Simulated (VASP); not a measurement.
```
CELL_PARAMETERS angstrom
      1.85038     1.06831     3.65099
     -1.85038     1.06831     3.65099
      0.00000    -2.13663     3.65099
ATOMIC_POSITIONS crystal
  As 0.22443 0.22443 0.22443
  As 0.77557 0.77557 0.77557
```

Method: PBE GGA, VASP's PBE PAW potentials (set 64) (plane waves; VASP). Numerical set-up: 300 eV cut-off, 9×9×9 Γ-centred mesh, Fermi-Dirac smearing of 0.10 eV, potentials As.

Question: Give the energies of bands 2 to 8 at the high-symmetry points, in eV from the Fermi level.

Answer: 
| band | Γ | T | H2 | L | S0 | F |
|---|---|---|---|---|---|---|
| 2 | -6.11 | -9.98 | -10.80 | -11.17 | -11.07 | -10.02 |
| 3 | -2.90 | -1.82 | -6.07 | -3.31 | -6.29 | -5.95 |
| 4 | -2.03 | -1.82 | -5.35 | -3.13 | -3.71 | -4.34 |
| 5 | -2.03 | -0.45 | -1.79 | -0.66 | -3.68 | -4.14 |
| 6 | 1.33 | 0.99 | 1.22 | -0.39 | 2.73 | 1.24 |
| 7 | 2.71 | 0.99 | 5.01 | 0.20 | 3.17 | 5.18 |
| 8 | 2.71 | 1.94 | 5.37 | 1.60 | 5.54 | 6.79 |

It has no gap at this level: it comes out as a metal or semimetal.

The structure comes from a computed database's As entry; how it stands against other phases isn't given here. The cell was not relaxed at this level.
